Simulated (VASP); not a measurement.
Output of a VASP run:

### OSZICAR
```
...
DAV:   3    -0.106482524057E+02    0.27213E+01   -0.62276E+00  1402   0.230E+01    0.271E+00
DAV:   4    -0.104954696177E+02    0.15278E+00   -0.50403E-01  1610   0.491E+00    0.411E+00
DAV:   5    -0.104638691608E+02    0.31600E-01   -0.29316E-02  1598   0.134E+00    0.126E+00
DAV:   6    -0.104614951281E+02    0.23740E-02   -0.99151E-03  1348   0.105E+00    0.825E-02
DAV:   7    -0.104615494079E+02   -0.54280E-04   -0.37971E-04  1360   0.127E-01    0.307E-02
DAV:   8    -0.104615822337E+02   -0.32826E-04   -0.60857E-05  1212   0.447E-02    0.165E-02
DAV:   9    -0.104615884304E+02   -0.61967E-05   -0.60333E-06  1168   0.133E-02    0.642E-03
DAV:  10    -0.104615912897E+02   -0.28593E-05   -0.19124E-06   906   0.114E-02    0.180E-03
DAV:  11    -0.104615914413E+02   -0.15158E-06   -0.22076E-07   628   0.596E-03
   3 F= 0.93487193E+01 E0= 0.93494274E+01  d E =-.821144E+00
       N       E                     dE             d eps       ncg     rms          rms(c)
DAV:   1    -0.103484467503E+02    0.11314E+00   -0.25332E-01  1356   0.542E+00    0.686E-01
DAV:   2    -0.103396463759E+02    0.88004E-02   -0.15870E-02  1404   0.155E+00    0.263E-01
DAV:   3    -0.103372067504E+02    0.24396E-02   -0.56143E-03  1396   0.761E-01    0.934E-02
DAV:   4    -0.103370739213E+02    0.13283E-03   -0.39455E-04  1538   0.145E-01    0.947E-02
DAV:   5    -0.103370540101E+02    0.19911E-04   -0.41122E-05  1468   0.498E-02    0.151E-02
DAV:   6    -0.103370546485E+02   -0.63832E-06   -0.36207E-06  1014   0.150E-02
   4 F= 0.93459025E+01 E0= 0.93464395E+01  d E =-.823961E+00
       N       E                     dE             d eps       ncg     rms          rms(c)
DAV:   1    -0.102830124621E+02    0.54042E-01   -0.50077E-02  1354   0.242E+00    0.303E-01
DAV:   2    -0.102812761372E+02    0.17363E-02   -0.31221E-03  1404   0.687E-01    0.117E-01
DAV:   3    -0.102807964492E+02    0.47969E-03   -0.11085E-03  1398   0.339E-01    0.413E-02
DAV:   4    -0.102807732305E+02    0.23219E-04   -0.78354E-05  1546   0.649E-02    0.424E-02
DAV:   5    -0.102807722405E+02    0.99006E-06   -0.80610E-06  1408   0.220E-02
   5 F= 0.93458226E+01 E0= 0.93462777E+01  d E =-.824041E+00
       N       E                     dE             d eps       ncg     rms          rms(c)
DAV:   1    -0.103399323940E+02   -0.59159E-01   -0.51048E-02  1354   0.246E+00    0.305E-01
DAV:   2    -0.103381771294E+02    0.17553E-02   -0.31871E-03  1402   0.692E-01    0.119E-01
DAV:   3    -0.103376788569E+02    0.49827E-03   -0.11261E-03  1388   0.342E-01    0.412E-02
DAV:   4    -0.103376439146E+02    0.34942E-04   -0.80621E-05  1552   0.662E-02    0.424E-02
DAV:   5    -0.103376321055E+02    0.11809E-04   -0.80434E-06  1402   0.218E-02    0.696E-03
DAV:   6    -0.103376317896E+02    0.31586E-06   -0.61317E-07   562   0.667E-03
   6 F= 0.93459074E+01 E0= 0.93464451E+01  d E =0.848156E-04
       N       E                     dE             d eps       ncg     rms          rms(c)
DAV:   1    -0.103031499748E+02    0.34482E-01   -0.19887E-02  1354   0.153E+00    0.191E-01
DAV:   2    -0.103024594996E+02    0.69048E-03   -0.12423E-03  1402   0.434E-01    0.738E-02
DAV:   3    -0.103022706657E+02    0.18883E-03   -0.43819E-04  1388   0.214E-01    0.260E-02
DAV:   4    -0.103022625432E+02    0.81226E-05   -0.31300E-05  1550   0.412E-02    0.266E-02
DAV:   5    -0.103022633286E+02   -0.78541E-06   -0.26030E-06   854   0.138E-02
   7 F= 0.93457675E+01 E0= 0.93462540E+01  d E =-.551498E-04
```

### OUTCAR
```
------------------------ aborting loop because EDIFF is reached ----------------------------------------
  FORCE on cell =-STRESS in cart. coord.  units (eV):
  Direction    XX          YY          ZZ          XY          YZ          ZX
  --------------------------------------------------------------------------------------
  Total       19.6590771     19.6590771     19.6590771     -0.0000000     -0.0000000      0.0000000
  in kB      200.1124412    200.1124412    200.1124412     -0.0000000     -0.0000000      0.0000000
  external PRESSURE =       0.1124412 kB  Pullay stress =     200.0000000 kB
  volume of cell :      157.40
      direct lattice vectors                 reciprocal lattice vectors
     5.399247125  0.000000000  0.000000000     0.185211008  0.000000000 -0.000000000
    -0.000000000  5.399247125  0.000000000    -0.000000000  0.185211008  0.000000000
     0.000000000 -0.000000000  5.399247125    -0.000000000 -0.000000000  0.185211008
 POSITION                                       TOTAL-FORCE (eV/Angst)
 -----------------------------------------------------------------------------------
      0.00000     -0.00000      5.39925        -0.000000      0.000000      0.000000
      2.69962      2.69962      2.69962         0.000000     -0.000000      0.000000
      2.69962      0.00000      2.69962        -0.000000      0.000000      0.000000
      0.00000      2.69962      2.69962         0.000000      0.000000      0.000000
      2.69962      2.69962      5.39925        -0.000000      0.000000      0.000000
 -----------------------------------------------------------------------------------
    total drift:                                0.000000     -0.000000     -0.000000
  FREE ENERGIE OF THE ION-ELECTRON SYSTEM (eV)
  ---------------------------------------------------
  free  energy   TOTEN  =       -10.3022633286 eV

  energy  without entropy=      -10.3008037548  energy(sigma->0) =      -10.30177680
  enthalpy is  TOTEN    =         9.3457674808 eV   P V=       19.6480308094

 reached required accuracy - stopping structural energy minimisation
```
(Selected blocks of OUTCAR.)

**POSCAR**
```
CsSnI3
1
    5.6605232599    -0.0000000000    -0.0000000000
   -0.0000000000     5.6605232599    -0.0000000000
    0.0000000000     0.0000000000     5.6605232599
Cs Sn I
1 1 3
Direct
  0.0000000000   0.0000000000   0.0000000000
  0.5000000000   0.5000000000   0.5000000000
  0.5000000000   0.0000000000   0.5000000000
  0.0000000000   0.5000000000   0.5000000000
  0.5000000000   0.5000000000   0.0000000000
```

Write an INCAR and KPOINTS that could have produced this output.

One answer among several that fit: the input of the run itself, PBE GGA, plane waves, VASP's PBE PAW potentials (set 64).

### INCAR
```
SYSTEM = CsSnI3
PREC = Accurate; ENCUT = 500; LREAL = .FALSE.
LASPH = .TRUE.
EDIFF = 1E-6; NELM = 100; ALGO = Normal
LMAXMIX = 4
ISMEAR = 1; SIGMA = 0.1
GGA = PE
IBRION = 2; NSW = 40; ISIF = 3
EDIFFG = -0.02; PSTRESS = 200
LWAVE = .FALSE.; LCHARG = .FALSE.
```

KPOINTS:
```
Automatic
0
gamma
6 6 6
```

POTCAR, in this order: Cs_sv Sn_d I (PBE.64 set). Program: vasp_std.

Energy and stress use the plane-wave basis of the starting cell.

The compound is CsSnI3 in the cubic perovskite structure, the ideal cubic form; the compound distorts at low or room temperature. This run relaxes it under an external pressure of 20 GPa. Symmetry was kept, so distortions that lower it aren't found.
